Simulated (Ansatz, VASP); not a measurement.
# BeBrF in two plane-wave programs, part 3 of 3

One calculation is typed for both programs; each brings its own data sets. How far apart do they land? The cell is generated by rule, not measured, and may not be a known phase. Of the first pair: The cell is taken from a series of runs on this material, whose earlier steps may have relaxed, scaled, displaced or heated it; both programs get it as it stands.

VASP 6.6.1 and Ansatz 0.2.0.

So far: Starting point; VASP: zone-centre phonons, PBEsol.

## 3. Ansatz: zone-centre phonons, PBEsol

Level of this step: Ansatz beside VASP: Kohn-Sham DFT, plane waves, PBEsol (Ansatz).

Ansatz runs on its default PAW (the set named soft_2) files.

The same cell, functional and mesh now go to Ansatz, which takes its cutoff from its data sets.

The input, input.yaml:

```yaml
crystal:
  lattice:
    - [7.3829629718, 0.0, 0.0]
    - [0.0, 2.5280965117, 4.9554586217]
    - [0.0, -2.5280965117, 4.9554586217]
  atoms:
    - { symbol: Be, position: [0.9226897856, 0.7472177888, 0.2472177888] }
    - { symbol: Be, position: [0.0773102144, 0.2472177888, 0.7472177888] }
    - { symbol: Br, position: [0.2577242753, 0.0965760892, 0.5965760892] }
    - { symbol: Br, position: [0.7422757247, 0.5965760892, 0.0965760892] }
    - { symbol: F, position: [0.0, 0.0595251859, 0.0595251859] }
    - { symbol: F, position: [0.0, 0.5595251859, 0.5595251859] }
kpoints:
  mp_grid: { grid: [4, 4, 4] }
hamiltonian:
  xc: pbesol
scf:
  occupations: { method: fixed }
output:
  eigenvalues: true
phonons:
  method: dfpt
  dielectric: true
  rigid_motions: translations
```

Run with:

```sh
$ ansatz run input.yaml --threads 8 --pin off --max-ram 14336MiB --backend cpu --events-out ev --progress --plain --runs-dir out
```

Numbers of over 12 decimals in the logs are rounded to 6 here.

Log:

```text
Engine: ansatz 0.2.0, x86_64-unknown-linux-gnu
Pseudopotentials: kind: paw
Pseudopotential: Be, paw, valence charge 2, recommended cutoff 420 eV (normal), Be.paw.azcp
Pseudopotential: Br, paw, valence charge 7, recommended cutoff 420 eV (normal), Br.paw.azcp
Pseudopotential: F, paw, valence charge 7, recommended cutoff 420 eV (normal), F.paw.azcp
Functional definition: PBEsol
  exchange = pbesol_x
  correlation = pbesol_c
Crystal: 6 atoms, lattice volume = 184.986 Å³
Basis set: ecut = 420 eV, 3633 PW (Γ), exchange–correlation on 100×80×80 points (8 copies of the dense FFT grid, shifted against one another)
Bands: 22, of which v1, the nominal top of the filled ones, is band 16 counted from 1 (15 counted from 0)
Symmetry: 4 space group operations
k-points: 36 of 64 (irreducible under 1 space group operation, time reversal used)
Non-local potential: Be, projectors of the file, l = 0: 2, l = 1: 2, l = 2: 1
Non-local potential: Br, projectors of the file, l = 0: 2, l = 1: 2, l = 2: 2
Non-local potential: F, projectors of the file, l = 0: 2, l = 1: 2, l = 2: 1
PAW form: soft (Blöchl's): semilocal exchange-correlation on the pseudo side does not see the compensation charge
PAW frozen core: Be, regenerated for the run's functional, and the local potential with it (the file was generated under x = pbe(κ = 0.804, μ = 0.219515), c = pbe(β = 0.066725))
PAW frozen core: Br, regenerated for the run's functional, and the local potential with it (the file was generated under x = pbe(κ = 0.804, μ = 0.219515), c = pbe(β = 0.066725))
PAW frozen core: F, regenerated for the run's functional, and the local potential with it (the file was generated under x = pbe(κ = 0.804, μ = 0.219515), c = pbe(β = 0.066725))
PAW one-centre angular grid: Be, 110 points (default); XC on 64 Gauss nodes
PAW one-centre angular grid: Br, 110 points (default); XC on 64 Gauss nodes
PAW one-centre angular grid: F, 110 points (default); XC on 64 Gauss nodes
Initial density: superposition of atomic densities (neutral atoms: chi_scale 0, normalization atom), corrected by the library's trained network
Initial wavefunctions: pseudopotential atomic-orbital guess
Functional: x = pbesol(κ = 0.804, μ = 0.123457), c = pbesol(β = 0.046)
SCF iter   1: F=—  HF=-7260.560918 eV  |F-HF|=—  |Δ(HF+E_count)|=         —  Δρ=6.03e-3  dr2=5.35e-2  ethr=1.77e-3  ⟨swp⟩=6.4  Hψ=4085  notcnv=0  defer=117
preconditioner: auto → Resta (q_TF=auto, 2.037 Å⁻¹)  ε∞=2.5  [insulator: Δε(μ)=4.671 eV  Ē_g=11.983 eV  n_scr=22 (ndim 8)  ℏωp=14.4 eV  f_vac=0.309  ε∞_Penn≈2.5]
SCF iter   2: F=—  HF=-7260.546331 eV  |F-HF|=—  |Δ(HF+E_count)|=   1.46e-2  Δρ=1.56e-3  dr2=3.03e-3  ethr=1.67e-4  ⟨swp⟩=2.4  Hψ=1748  notcnv=0  defer=143
SCF iter   3: F=—  HF=-7260.545839 eV  |F-HF|=—  |Δ(HF+E_count)|=   4.92e-4  Δρ=5.23e-4  dr2=8.81e-4  ethr=9.48e-6  ⟨swp⟩=2.0  Hψ=1230  notcnv=0  defer=143
SCF iter   4: F=—  HF=-7260.545979 eV  |F-HF|=—  |Δ(HF+E_count)|=   1.40e-4  Δρ=2.10e-4  dr2=9.29e-5  ethr=2.75e-6  ⟨swp⟩=2.0  Hψ=1155  notcnv=0  defer=143
SCF iter   5: F=—  HF=-7260.546000 eV  |F-HF|=—  |Δ(HF+E_count)|=   2.14e-5  Δρ=4.80e-5  dr2=6.61e-6  ethr=2.90e-7  ⟨swp⟩=2.0  Hψ=1217  notcnv=0  defer=143
SCF iter   6: F=—  HF=-7260.546014 eV  |F-HF|=—  |Δ(HF+E_count)|=   1.35e-5  Δρ=1.15e-5  dr2=3.19e-7  ethr=2.07e-8  ⟨swp⟩=2.0  Hψ=1245  notcnv=0  defer=141
SCF iter   7: F=—  HF=-7260.546003 eV  |F-HF|=—  |Δ(HF+E_count)|=   1.03e-5  Δρ=3.98e-6  dr2=3.55e-8  ethr=9.98e-10  ⟨swp⟩=2.0  Hψ=1122  notcnv=0  defer=112
SCF iter   8: F=—  HF=-7260.546003 eV  |F-HF|=—  |Δ(HF+E_count)|=   5.16e-8  Δρ=7.22e-7  dr2=9.49e-10  ethr=1.11e-10  ⟨swp⟩=2.0  Hψ=1233  notcnv=0  defer=113
SCF iter   9: F=-7260.546003 eV  HF=-7260.546003 eV  |F-HF|=7.09e-11  |Δ(HF+E_count)|=  5.00e-10  Δρ=1.35e-7  dr2=5.90e-11  ethr=1.00e-12  ⟨swp⟩=15.7  Hψ=6448  notcnv=0
SCF 1 converged in 9 iterations: F = -7260.546003 eV  dr2 = 5.90e-11
  greatest PAW one-centre occupation: 0.927 electrons in one spin orbital (limit 2), on the F atom at site 5 (counted from 0), in its partial waves of l = 0
NSCF: frozen V_eff on 2 k-points
DFPT response loops at Γ: preconditioner auto → none (the input reference at scf.mixing.eps_inf says where Resta's filter doesn't serve); β = 0.50; Broyden in place of MSR1
── the response to a field inside a basis, on 4×4×4 k-points: an SCF that follows is theirs, and a resumed run solves both again ──
Bands: 17, of which v1, the nominal top of the filled ones, is band 16 counted from 1 (15 counted from 0)
k-points: 12 of 64 (time reversal used)
Initial density: handed on by an earlier stage of this run
Initial wavefunctions: pseudopotential atomic-orbital guess (no wavefunctions were taken with the density)
Eigensolver: Dense (12 Hₖ)
SCF iter   1: F=—  HF=-7260.543375 eV  |F-HF|=—  |Δ(HF+E_count)|=         —  Δρ=2.49e-4  dr2=2.24e-5  ethr=1.00e-1
preconditioner: auto → Resta (q_TF=auto, 2.037 Å⁻¹)  ε∞=2.8  [insulator: Δε(μ)=4.873 eV  Ē_g=10.696 eV  n_scr=22 (ndim 8)  ℏωp=14.4 eV  f_vac=0.305  ε∞_Penn≈2.8]
SCF iter   2: F=—  HF=-7260.543371 eV  |F-HF|=—  |Δ(HF+E_count)|=   3.72e-6  Δρ=8.88e-5  dr2=5.43e-6  ethr=7.01e-8
SCF iter   3: F=—  HF=-7260.543371 eV  |F-HF|=—  |Δ(HF+E_count)|=   2.34e-7  Δρ=4.38e-5  dr2=7.46e-7  ethr=1.70e-8
SCF iter   4: F=-7260.543372 eV  HF=-7260.543372 eV  |F-HF|=1.10e-9  |Δ(HF+E_count)|=   1.58e-7  Δρ=1.30e-6  dr2=3.17e-9  ethr=2.33e-9
SCF 1 converged in 4 iterations: F = -7260.543372 eV  dr2 = 3.17e-9
DFPT response loops at Γ: mixed as the last ones told, above
SCF converged after 9 iterations
Free energy (F): -7260.546003 eV
Harris-Foulkes:  -7260.546003 eV  (|F-HF|=7.09e-11)
Internal energy: -7260.546003 eV  (E = F + TS)
E sigma→0 (E₀):  -7260.546003 eV
Fermi energy:    -1.976619 eV
--- Per-component energies (eV) ---
  E_band       = -297.355559
  E_kinetic    = 717.829472
  E_local      = -2967.957574  (includes V_loc(G=0)·N_el)
  E_nonlocal   = 299.189430
  E_hartree    = 1130.079276
  E_xc         = -716.279011
  E_vxc        = -447.509321  (∫ρ·V_xc dr)
  E_paw        = -4908.634535  (= ΣΔE_a)
  E_vpaw       = -159.070296  (= ΣTr[D̂ρ^β])
  E_aug_tail   = 0.004133  (compensation charges beyond the density's cutoff)
  E_ewald      = -815.065684
  E_core_change = 0.288489  (= ΣΔE_core)
  E_smearing   = -0.000000  (= −TS)
  E_closure    = 0.000000  (closes the sum)
  Σ components = -7260.546003   (vs F -7260.546003, Δ=0.00e0)
--- Band table (eV; the first three rows and the last of 36) ---
  k-point 0: bands = [... 12 lower, -2.6657, -2.2344, -2.0962, -1.9885, 2.6433, 3.9751, 4.0051, 6.5586, ... 2 higher]
  k-point 1: bands = [... 12 lower, -2.5901, -2.3487, -2.2033, -2.1755, 3.3948, 4.1591, 4.3093, 5.7742, ... 2 higher]
  k-point 2: bands = [... 12 lower, -2.4546, -2.4546, -2.3500, -2.3500, 4.3848, 4.3848, 4.8173, 4.8173, ... 2 higher]
  k-point 35: bands = [... 12 lower, -2.4395, -2.3858, -2.2062, -2.1275, 4.0104, 4.7911, 4.8743, 5.6107, ... 2 higher]
--- Phonons (Γ-DFPT): 9 representative perturbations + reference, on 36 of 64 k-points (Σ response iterations 33) ---
  k mesh reduced under 1 symmetry operation, with k and −k counted as one. Each operation leaves every solved perturbation unchanged. A smaller set is not considered because the run solves the response to a homogeneous field
  ASR residual: 1.240e-4 → 0.000e0 eV/Å²; symmetrization residual: 2.240e-6 eV/Å²
  ASR residual per site (eV/Å²): 2.96e-5 2.96e-5 7.42e-5 7.42e-5 1.24e-4 1.24e-4
  Γ frequencies (cm⁻¹): -9.60 0.00 0.00 0.00 17.42 26.72 39.83 190.95 192.48 231.16 265.25 329.86 350.23 516.12 831.54 865.93 889.78 904.19
  ε∞ (high-frequency dielectric tensor):
        1.957829    -0.000000     0.000000
       -0.000000     1.957247    -0.000000
        0.000000    -0.000000     1.916037
  softest optical mode at Γ: -9.60 cm⁻¹; the repairs (sum rule, projections) moved no ω² at Γ by more than (1.77 cm⁻¹)²
  Born effective charges Z* (e; rows j = field, columns β = displacement):
    site 0:
         1.33613   -0.00000    0.61399
         0.00000    1.82052   -0.00000
         0.50692   -0.00000    1.47738
    site 1:
         1.33613   -0.00000   -0.61399
        -0.00000    1.82052   -0.00000
        -0.50692   -0.00000    1.47738
    site 2:
        -0.64133    0.00000    0.27989
         0.00000   -0.49298    0.00000
         0.24587    0.00000   -0.69022
    site 3:
        -0.64133    0.00000   -0.27989
         0.00000   -0.49298    0.00000
        -0.24587    0.00000   -0.69022
    site 4:
        -0.69480   -0.42520   -0.00000
        -0.47874   -1.32753   -0.00000
        -0.00000   -0.00000   -0.78717
    site 5:
        -0.69480    0.42520   -0.00000
         0.47874   -1.32753    0.00000
        -0.00000    0.00000   -0.78717
  Z* charge neutrality: 2.142e-3 e pre-enforcement
  solved inside a basis spanned on kpoints, on 4×4×4 k-points, its susceptibility summed on 6×8×8: ε∞ is read to err by 3.5e-3, Z* by 9.3e-3 e (field_mesh: kpoints solves on kpoints); Z* is corrected for what the basis lacks
  optical modes at Γ without the LO–TO term, one row a degenerate level:
      ω (cm⁻¹)  modes    IR ((D/Å)²/amu)
         -9.60      1             0.1985
         17.42      1             0.0000
         26.72      1             0.0122
[...]
optical modes at Γ + LO–TO along q̂ = [1.0000, 0.0000, 0.0000]:
      ω (cm⁻¹)  modes    IR ((D/Å)²/amu)
[...]
optical modes at Γ + LO–TO along q̂ = [0.0000, 1.0000, 0.0000]:
      ω (cm⁻¹)  modes    IR ((D/Å)²/amu)
[...]
optical modes at Γ + LO–TO along q̂ = [0.0000, 0.0000, 1.0000]:
      ω (cm⁻¹)  modes    IR ((D/Å)²/amu)
[...]
269.96      1             0.3250
        329.86      1             1.4452
        361.46      1             1.2362
        516.12      1             0.8932
        831.54      1            21.1512
        889.78      1            10.5753
        904.19      1             0.0000
        908.50      1            12.7394
```

## 4. Differences

Known differences besides the potentials themselves: fixed occupations in Ansatz, narrow Gaussian smearing in VASP; VASP's response is taken on the typed mesh, Ansatz refines its own for the field response alone; the cutoff is 420 eV in Ansatz and 600 eV in VASP; Ansatz makes its cores anew for this functional, VASP keeps those of its PBE data sets. Total energies have different zeros and are not compared.

The two programs side by side:

```tsv
quantity	Ansatz	VASP	difference
ε∞ xx	1.96	1.96	-0.03 %
ε∞ yy	1.96	1.96	-0.02 %
ε∞ zz	1.92	1.92	+0.05 %
Born charge of Be1 (mean of the diagonal) (e)	1.54	1.54	0.00
Born charge of Br3 (mean of the diagonal) (e)	-0.61	-0.60	0.00
Born charge of F5 (mean of the diagonal) (e)	-0.94	-0.94	0.00
optical mode 1 (imaginary, printed as negative) (cm⁻¹)	-9.6	-24.2	+14.6
optical mode 2 (cm⁻¹)	17.4	17.1	+0.3
optical mode 3 (cm⁻¹)	26.7	23.4	+3.3
optical mode 4 (cm⁻¹)	39.8	39.3	+0.5
optical mode 5 (cm⁻¹)	190.9	189.0	+1.02 %
optical mode 6 (cm⁻¹)	192.5	190.1	+1.26 %
optical mode 7 (cm⁻¹)	231.2	231.6	-0.17 %
optical mode 8 (cm⁻¹)	265.2	264.2	+0.39 %
optical mode 9 (cm⁻¹)	329.9	328.8	+0.33 %
optical mode 10 (cm⁻¹)	350.2	347.5	+0.78 %
optical mode 11 (cm⁻¹)	516.1	514.6	+0.30 %
optical mode 12 (cm⁻¹)	831.5	830.8	+0.09 %
optical mode 13 (cm⁻¹)	865.9	860.7	+0.60 %
optical mode 14 (cm⁻¹)	889.8	890.0	-0.02 %
optical mode 15 (cm⁻¹)	904.2	903.0	+0.13 %
```

Modes are paired by rising frequency, not by their patterns, so a pair may set unlike modes beside each other; they are those without the splitting of longitudinal modes.

## 5. VASP: relaxation of cell and atoms, PBEsol

The relaxed volume is the usual yardstick between codes: in a stiff, nearly cubic crystal its relative difference is about their pressure difference at one cell divided by the bulk modulus. Its start cell is another than that of the pair before, and may be another structure of the material.

The input, INCAR:

```
SYSTEM = BeBrF
PREC = Accurate
ENCUT = 600
EDIFF = 1E-07
NELM = 120
ISMEAR = 0
SIGMA = 0.01
LREAL = .FALSE.
ALGO = Normal
GGA = PS
NBANDS = 22
LORBIT = 11
LWAVE = .FALSE.
LCHARG = .FALSE.
ISIF = 3
IBRION = 2
NSW = 80
EDIFFG = -0.005
LASPH = .TRUE.
GGA_COMPAT = .FALSE.
NELMIN = 4
EFERMI = MIDGAP
KPAR = 2
```

The input, POSCAR:

```
BeBrF
1.0
    3.8179677622      0.3591365718      0.0000000000
    0.3591365718      3.8179677622      0.0000000000
    0.0000000000      0.0000000000      8.2036490261
Be Br F
2 2 2
Direct
    0.7418391599      0.2418390058      0.1075835116
    0.2418390058      0.7418391599      0.8924163676
    0.4121739912      0.9121741454      0.6833942895
    0.9121741454      0.4121739912      0.3166057105
    0.9426678081      0.9426678081      0.0000000000
    0.4426679622      0.4426679622      0.0000000000
```

The input, KPOINTS:

```
Automatic mesh
0
Gamma
8 8 4
0 0 0
```

PAW data sets: Be, Br and F (PBE family, release 64).

Run with:

```sh
$ mpirun -np 2 vasp_std
```

Log:

```text
[banner, memory and clock lines left out]
running    2 mpi-ranks, on    1 nodes
[...]
[... a notice as in an earlier step ...]

 LDA part: xc-table for (Slater+PW92), standard interpolation
 POSCAR, INCAR and KPOINTS ok, starting setup
[...]
entering main loop
       N       E                     dE             d eps       ncg     rms          rms(c)
DAV:   1     0.209243309195E+03    0.20924E+03   -0.15313E+04  2772   0.139E+03
DAV:   2    -0.126728025116E+02   -0.22192E+03   -0.21281E+03  3758   0.279E+02
DAV:   3    -0.278179602219E+02   -0.15145E+02   -0.15073E+02  3522   0.817E+01
DAV:   4    -0.279845721136E+02   -0.16661E+00   -0.16649E+00  3336   0.102E+01
[...]
DAV:  13    -0.268234073928E+02   -0.74129E-05   -0.91319E-06  3372   0.207E-02    0.838E-03
DAV:  14    -0.268234092129E+02   -0.18202E-05   -0.21197E-06  3270   0.879E-03    0.139E-03
DAV:  15    -0.268234092640E+02   -0.51014E-07   -0.11648E-07  2434   0.217E-03
   1 F= -.26823409E+02 E0= -.26823409E+02  d E =-.268234E+02
[... from here on, the cycles between the ionic steps are left out ...]
   2 F= -.26851685E+02 E0= -.26851685E+02  d E =-.282759E-01
  30 F= -.27026235E+02 E0= -.27026235E+02  d E =-.177675E-03
  31 F= -.27026365E+02 E0= -.27026365E+02  d E =-.129855E-03
  32 F= -.27026456E+02 E0= -.27026456E+02  d E =-.220325E-03
  33 F= -.27026465E+02 E0= -.27026465E+02  d E =-.229845E-03
  34 F= -.27026550E+02 E0= -.27026550E+02  d E =-.852563E-04
  35 F= -.27026552E+02 E0= -.27026552E+02  d E =-.870000E-04
  36 F= -.27026658E+02 E0= -.27026658E+02  d E =-.106045E-03
  37 F= -.27026749E+02 E0= -.27026749E+02  d E =-.196976E-03
  38 F= -.27026775E+02 E0= -.27026775E+02  d E =-.260768E-04
  39 F= -.27026775E+02 E0= -.27026775E+02  d E =-.261475E-04
  40 F= -.27026784E+02 E0= -.27026784E+02  d E =-.835946E-05
 trial-energy change:   -0.000008  1 .order   -0.000008   -0.000011   -0.000005
 step:   2.3249(harm=  2.3249)  dis= 0.00063  next Energy=   -27.026786 (dE=-0.107E-04)
 reached required accuracy - stopping structural energy minimisation
```

From OUTCAR (step 5):

```text
  Total        0.0038901      0.0038901      0.0118504      0.0040077      0.0000000      0.0000000
  in kB        0.0440207      0.0440207      0.1340995      0.0453508      0.0000000      0.0000000
  external PRESSURE =       0.0740470 kB  Pullay stress =       0.0000000 kB

 POSITION                                       TOTAL-FORCE (eV/Angst)
 -----------------------------------------------------------------------------------
      3.39002      1.64117      0.79640         0.002146      0.002146     -0.002134
      1.64117      3.39002      7.18471         0.002146      0.002146      0.002134
      2.46843      4.21728      5.56621        -0.001676     -0.001676     -0.002708
      4.21728      2.46843      2.41490        -0.001676     -0.001676      0.002708
      4.77568      4.77568     -0.00000        -0.000470     -0.000470      0.000000
      2.23973      2.23973     -0.00000        -0.000470     -0.000470      0.000000
 -----------------------------------------------------------------------------------
    total drift:                               -0.000335     -0.002928      0.000279

  FREE ENERGIE OF THE ION-ELECTRON SYSTEM (eV)
  ---------------------------------------------------
  free  energy   TOTEN  =       -27.0267836046 eV

  energy  without entropy=      -27.0267836046  energy(sigma->0) =      -27.02678360

 reached required accuracy - stopping structural energy minimisation

[... 3 further parts left out ...]
[key lines of the parts left out:]
E-fermi :   0.4377
```

After so large a change of volume the plane waves of the start cell no longer fit, so the final stress carries a basis-set error.

## 6. Ansatz: relaxation of cell and atoms, PBEsol

Its own start cell and the same functional and mesh now go to Ansatz, which takes its cutoff from its data sets.

The two relaxations start from unlike cells of this crystal (the structure described is Ansatz's start), so only their ends are compared.

The input, input.yaml:

```yaml
crystal:
  lattice:
    - [3.2443410384, 0.0, 0.0]
    - [0.0, 3.2443410384, 0.0]
    - [0.0, 0.0, 8.2784535916]
  atoms:
    - { symbol: Be, position: [0.6307704904, 0.1307704904, 0.1226424927] }
    - { symbol: Be, position: [0.1307704904, 0.6307704904, 0.8773575073] }
    - { symbol: Br, position: [0.4912835513, -0.0087164487, 0.7050946705] }
    - { symbol: Br, position: [-0.0087164487, 0.4912835513, 0.2949053295] }
    - { symbol: F, position: [-0.0253731056, -0.0253731056, 0.0] }
    - { symbol: F, position: [0.4746268944, 0.4746268944, 0.0] }
kpoints:
  mp_grid: { grid: [8, 8, 4] }
hamiltonian:
  xc: pbesol
scf:
  occupations: { method: fixed }
output:
  forces: true
  stress: true
  eigenvalues: true
  write_density: true
  write_potential: true
  elf: true
  volumetric_format: npy
relax:
  adjacent_minimum: "off"
  f_tol: 0.002
  max_steps: 120
  cell: { stress_tol: 0.03 }
```

Run with:

```sh
$ ansatz run input.yaml --threads 8 --pin off --max-ram 14336MiB --backend cpu --events-out ev --progress --plain --runs-dir out
```

Log:

```text
[...]
Crystal: 6 atoms, lattice volume = 87.137 Å³
Basis set: ecut = 420 eV, 1707 PW (Γ), exchange–correlation on 48×48×120 points (8 copies of the dense FFT grid, shifted against one another)
Bands: 22, of which v1, the nominal top of the filled ones, is band 16 counted from 1 (15 counted from 0)
Symmetry: 4 space group operations
[...]
k-points: 63 of 256 (time reversal used)
[...]
- [-2.416096853373285e-16, -2.3967318076954503e-16, 7.471667]
  atoms:
    - { symbol: Be, position: [0.752643, 0.252643, 0.077082] }
    - { symbol: Be, position: [0.252643, 0.752643, 0.922918] }
    - { symbol: Br, position: [0.403689, -0.096311, 0.743642] }
    - { symbol: Br, position: [-0.096311, 0.403689, 0.256358] }
    - { symbol: F, position: [-0.059651, -0.059651, 3.0625192340054375e-19] }
    - { symbol: F, position: [0.440349, 0.440349, 3.06251923400543e-19] }
[key lines of the parts left out:]
SCF converged after 6 iterations
Free energy (F): -7260.545700 eV
Fermi energy:    -2.014733 eV
P = ⅓ Tr σ = 0.0015 GPa (0.015 kbar)
```

## 7. Differences

What differs besides the data sets and the points named for the pairs above, as far as they apply: Ansatz adds a Pulay correction to the stress that steers its cell, VASP none. Total energies have different zeros and are not compared.

Both answers:

```tsv
quantity	Ansatz	VASP	difference
volume (Å³)	185.82	141.58	+31.25 %
edge a after relaxation, in the typed setting (Å)	5.531	4.356	+26.97 %
edge c after relaxation, in the typed setting (Å)	7.472	7.981	-6.38 %
```

## 8. What came out

- r.m.s. difference of the optical zone-centre modes, each program's sorted by frequency (zone-centre phonons, PBEsol): 4.3 cm⁻¹
- difference in optical mode 6 (zone-centre phonons, PBEsol): +1.3 %
- difference in volume (relaxation of cell and atoms, PBEsol): 31 %

**Reading.** The difference in volume is 31 % (relaxation of cell and atoms, PBEsol), beyond the 1.2 % picked in this series as the mark of a large difference, as far as the stopping tolerances let one tell. Among the rows given in per cent, the largest difference of the zone-centre phonons, PBEsol pair is in optical mode 6, +1.3 %. What causes the difference of the zone-centre phonons, PBEsol pair stays open here. What causes the difference of the relaxation of cell and atoms, PBEsol pair stays open here. Such differences can come from data sets, numerical settings and the points named under the comparisons, not from the functional's error against experiment.

[Lines on the potential files, build, host, timing and source positions are cut from VASP's logs without a mark.]

[Logs are printed without paths, hosts, clocks, repeated set-up lines and the standing remarks that a program may print on its own settings, such as how far it seeks lower states.]

[Hosts, paths, dates, database ids (printed as entryN), source tags and the programs' standing remarks are cut or masked in the printed files.]
